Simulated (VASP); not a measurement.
OSZICAR of a VASP run on MoS2:

OSZICAR:
```
...
DAV: 201     0.498910890743E+03    0.15170E-02   -0.46871E-06   392   0.149E-02    0.272E-01
DAV: 202     0.498912405676E+03    0.15149E-02   -0.46659E-06   406   0.149E-02    0.272E-01
DAV: 203     0.498913918420E+03    0.15127E-02   -0.46488E-06   406   0.149E-02    0.271E-01
DAV: 204     0.498915429035E+03    0.15106E-02   -0.46279E-06   406   0.148E-02    0.271E-01
DAV: 205     0.498916937493E+03    0.15085E-02   -0.46111E-06   392   0.148E-02    0.270E-01
DAV: 206     0.498918443826E+03    0.15063E-02   -0.45913E-06   406   0.148E-02    0.270E-01
DAV: 207     0.498919947994E+03    0.15042E-02   -0.45743E-06   392   0.147E-02    0.270E-01
DAV: 208     0.498921450058E+03    0.15021E-02   -0.45545E-06   420   0.147E-02    0.269E-01
DAV: 209     0.498922949929E+03    0.14999E-02   -0.45372E-06   392   0.147E-02    0.269E-01
DAV: 210     0.498924447729E+03    0.14978E-02   -0.45170E-06   406   0.146E-02    0.268E-01
DAV: 211     0.498925943327E+03    0.14956E-02   -0.45015E-06   392   0.146E-02    0.268E-01
DAV: 212     0.498927436851E+03    0.14935E-02   -0.44810E-06   406   0.146E-02    0.267E-01
DAV: 213     0.498928928195E+03    0.14913E-02   -0.44656E-06   406   0.146E-02    0.267E-01
DAV: 214     0.498930417438E+03    0.14892E-02   -0.44447E-06   406   0.145E-02    0.266E-01
DAV: 215     0.498931904533E+03    0.14871E-02   -0.44290E-06   392   0.145E-02    0.266E-01
DAV: 216     0.498933389524E+03    0.14850E-02   -0.44099E-06   406   0.145E-02    0.266E-01
DAV: 217     0.498934872363E+03    0.14828E-02   -0.43939E-06   392   0.144E-02    0.265E-01
DAV: 218     0.498936353120E+03    0.14808E-02   -0.43748E-06   420   0.144E-02    0.265E-01
DAV: 219     0.498937831701E+03    0.14786E-02   -0.43585E-06   392   0.144E-02    0.264E-01
DAV: 220     0.498939308232E+03    0.14765E-02   -0.43390E-06   406   0.143E-02    0.264E-01
DAV: 221     0.498940782580E+03    0.14743E-02   -0.43246E-06   392   0.143E-02    0.263E-01
DAV: 222     0.498942254878E+03    0.14723E-02   -0.43048E-06   406   0.143E-02    0.263E-01
DAV: 223     0.498943725017E+03    0.14701E-02   -0.42903E-06   406   0.143E-02    0.263E-01
DAV: 224     0.498945193081E+03    0.14681E-02   -0.42706E-06   406   0.142E-02    0.262E-01
DAV: 225     0.498946659026E+03    0.14659E-02   -0.42554E-06   392   0.142E-02    0.262E-01
DAV: 226     0.498948122890E+03    0.14639E-02   -0.42370E-06   406   0.142E-02    0.261E-01
DAV: 227     0.498949584627E+03    0.14617E-02   -0.42221E-06   392   0.142E-02    0.261E-01
DAV: 228     0.498951044311E+03    0.14597E-02   -0.42025E-06   406   0.141E-02    0.260E-01
DAV: 229     0.498952501866E+03    0.14576E-02   -0.41911E-06   406   0.141E-02    0.260E-01
DAV: 230     0.498953957377E+03    0.14555E-02   -0.41717E-06   392   0.141E-02    0.260E-01
DAV: 231     0.498955410829E+03    0.14535E-02   -0.41520E-06   392   0.140E-02    0.259E-01
DAV: 232     0.498956862173E+03    0.14513E-02   -0.41422E-06   406   0.140E-02    0.259E-01
DAV: 233     0.498958311455E+03    0.14493E-02   -0.41229E-06   392   0.140E-02    0.258E-01
DAV: 234     0.498959758713E+03    0.14473E-02   -0.41036E-06   406   0.139E-02    0.258E-01
DAV: 235     0.498961203846E+03    0.14451E-02   -0.40933E-06   406   0.139E-02    0.258E-01
DAV: 236     0.498962646952E+03    0.14431E-02   -0.40743E-06   392   0.139E-02    0.257E-01
DAV: 237     0.498964088020E+03    0.14411E-02   -0.40552E-06   392   0.139E-02    0.257E-01
DAV: 238     0.498965527001E+03    0.14390E-02   -0.40456E-06   406   0.138E-02    0.256E-01
DAV: 239     0.498966963935E+03    0.14369E-02   -0.40271E-06   392   0.138E-02    0.256E-01
DAV: 240     0.498968398871E+03    0.14349E-02   -0.40074E-06   392   0.138E-02    0.256E-01
DAV: 241     0.498969831713E+03    0.14328E-02   -0.39991E-06   420   0.138E-02    0.255E-01
DAV: 242     0.498971262513E+03    0.14308E-02   -0.39802E-06   392   0.138E-02    0.255E-01
DAV: 243     0.498972691353E+03    0.14288E-02   -0.39607E-06   392   0.137E-02    0.254E-01
DAV: 244     0.498974118086E+03    0.14267E-02   -0.39531E-06   406   0.137E-02    0.254E-01
DAV: 245     0.498975542831E+03    0.14247E-02   -0.39345E-06   392   0.137E-02    0.253E-01
DAV: 246     0.498976965597E+03    0.14228E-02   -0.39156E-06   392   0.136E-02    0.253E-01
DAV: 247     0.498978386303E+03    0.14207E-02   -0.39071E-06   406   0.136E-02    0.253E-01
DAV: 248     0.498979805012E+03    0.14187E-02   -0.38900E-06   406   0.136E-02    0.252E-01
DAV: 249     0.498981221753E+03    0.14167E-02   -0.38702E-06   392   0.135E-02    0.252E-01
DAV: 250     0.498982636465E+03    0.14147E-02   -0.38622E-06   406   0.135E-02    0.251E-01
DAV: 251     0.498984049171E+03    0.14127E-02   -0.38454E-06   392   0.135E-02    0.251E-01
DAV: 252     0.498985459953E+03    0.14108E-02   -0.38263E-06   392   0.135E-02    0.251E-01
DAV: 253     0.498986868692E+03    0.14087E-02   -0.38186E-06   406   0.135E-02    0.250E-01
DAV: 254     0.498988275471E+03    0.14068E-02   -0.38012E-06   392   0.134E-02    0.250E-01
DAV: 255     0.498989680321E+03    0.14048E-02   -0.37830E-06   406   0.134E-02    0.249E-01
DAV: 256     0.498991083128E+03    0.14028E-02   -0.37750E-06   406   0.134E-02    0.249E-01
DAV: 257     0.498992484012E+03    0.14009E-02   -0.37577E-06   392   0.134E-02    0.249E-01
DAV: 258     0.498993882956E+03    0.13989E-02   -0.37404E-06   392   0.133E-02    0.248E-01
DAV: 259     0.498995279910E+03    0.13970E-02   -0.37326E-06   406   0.133E-02    0.248E-01
DAV: 260     0.498996674924E+03    0.13950E-02   -0.37160E-06   392   0.133E-02    0.248E-01
DAV: 261     0.498998068047E+03    0.13931E-02   -0.36976E-06   392   0.132E-02    0.247E-01
DAV: 262     0.498999459170E+03    0.13911E-02   -0.36911E-06   420   0.132E-02    0.247E-01
DAV: 263     0.499000848358E+03    0.13892E-02   -0.36739E-06   392   0.132E-02    0.246E-01
DAV: 264     0.499002235689E+03    0.13873E-02   -0.36559E-06   392   0.132E-02    0.246E-01
DAV: 265     0.499003621011E+03    0.13853E-02   -0.36499E-06   406   0.132E-02    0.246E-01
DAV: 266     0.499005004451E+03    0.13834E-02   -0.36333E-06   392   0.131E-02    0.245E-01
DAV: 267     0.499006386021E+03    0.13816E-02   -0.36088E-06   385   0.131E-02    0.245E-01
DAV: 268     0.499007765493E+03    0.13795E-02   -0.36296E-06   406   0.131E-02    0.245E-01
DAV: 269     0.499009143071E+03    0.13776E-02   -0.35957E-06   399   0.131E-02    0.244E-01
DAV: 270     0.499010518999E+03    0.13759E-02   -0.35920E-06   392   0.130E-02    0.244E-01
DAV: 271     0.499011892799E+03    0.13738E-02   -0.35718E-06   385   0.130E-02    0.243E-01
DAV: 272     0.499013264990E+03    0.13722E-02   -0.35710E-06   378   0.130E-02    0.243E-01
DAV: 273     0.499014635147E+03    0.13702E-02   -0.35429E-06   385   0.130E-02    0.243E-01
DAV: 274     0.499016003680E+03    0.13685E-02   -0.35482E-06   399   0.130E-02    0.242E-01
DAV: 275     0.499017370167E+03    0.13665E-02   -0.35163E-06   371   0.129E-02    0.242E-01
DAV: 276     0.499018735078E+03    0.13649E-02   -0.35131E-06   392   0.129E-02    0.242E-01
DAV: 277     0.499020097802E+03    0.13627E-02   -0.34956E-06   385   0.129E-02    0.241E-01
DAV: 278     0.499021459009E+03    0.13612E-02   -0.34924E-06   378   0.129E-02    0.241E-01
DAV: 279     0.499022818161E+03    0.13592E-02   -0.34642E-06   371   0.128E-02    0.240E-01
DAV: 280     0.499024175714E+03    0.13576E-02   -0.34703E-06   392   0.128E-02    0.240E-01
DAV: 281     0.499025531212E+03    0.13555E-02   -0.34427E-06   371   0.128E-02    0.240E-01
DAV: 282     0.499026885205E+03    0.13540E-02   -0.34377E-06   378   0.128E-02    0.239E-01
DAV: 283     0.499028237064E+03    0.13519E-02   -0.34201E-06   399   0.127E-02    0.239E-01
DAV: 284     0.499029587364E+03    0.13503E-02   -0.34170E-06   378   0.127E-02    0.239E-01
DAV: 285     0.499030935677E+03    0.13483E-02   -0.33878E-06   371   0.127E-02    0.238E-01
DAV: 286     0.499032282341E+03    0.13467E-02   -0.33950E-06   392   0.127E-02    0.238E-01
DAV: 287     0.499033626988E+03    0.13446E-02   -0.33680E-06   371   0.127E-02    0.238E-01
DAV: 288     0.499034970123E+03    0.13431E-02   -0.33638E-06   378   0.126E-02    0.237E-01
DAV: 289     0.499036311156E+03    0.13410E-02   -0.33460E-06   385   0.126E-02    0.237E-01
DAV: 290     0.499037650657E+03    0.13395E-02   -0.33439E-06   392   0.126E-02    0.237E-01
DAV: 291     0.499038988156E+03    0.13375E-02   -0.33153E-06   371   0.125E-02    0.236E-01
DAV: 292     0.499040324069E+03    0.13359E-02   -0.33220E-06   392   0.125E-02    0.236E-01
DAV: 293     0.499041657956E+03    0.13339E-02   -0.32967E-06   371   0.125E-02    0.236E-01
DAV: 294     0.499042990379E+03    0.13324E-02   -0.32920E-06   378   0.125E-02    0.235E-01
DAV: 295     0.499044320722E+03    0.13303E-02   -0.32729E-06   364   0.125E-02    0.235E-01
DAV: 296     0.499045649569E+03    0.13288E-02   -0.32742E-06   384   0.124E-02    0.234E-01
DAV: 297     0.499046976155E+03    0.13266E-02   -0.32665E-06   378   0.125E-02    0.234E-01
DAV: 298     0.499048301617E+03    0.13255E-02   -0.32495E-06   378   0.124E-02    0.234E-01
DAV: 299     0.499049624922E+03    0.13233E-02   -0.32324E-06   364   0.124E-02    0.233E-01
DAV: 300     0.499050946916E+03    0.13220E-02   -0.32271E-06   384   0.124E-02
   1 F= 0.49905095E+03 E0= 0.49905095E+03  d E =-.100370E-19
       N       E                     dE             ncg
       N       E                     dE             ncg
       N       E                     dE             ncg
       N       E                     dE             ncg
       N       E                     dE             ncg
       N       E                     dE             ncg
       N       E                     dE             ncg
       N       E                     dE             ncg
       N       E                     dE             ncg
```

### Question
Which electronic solver shows in the log?

### Answer
It is blocked Davidson (ALGO = Normal, or the opening steps of other solvers). The INCAR had ALGO = Normal.

### Question
Can the final energy be trusted as converged?

### Answer
Convergence was not reached. It stopped with EDIFF = 1E-6, NELM = 300 (modified Becke-Johnson potential (mBJ), plane waves, VASP's PBE PAW potentials (set 64)). mBJ is a potential without an energy functional, so only the levels count. The cell holds a wide vacuum, so values per volume refer to the whole cell.

The cell is a sheet with vacuum, built from a database entry that may be metastable or hypothetical. The cell's shape comes from a PBE relaxation.
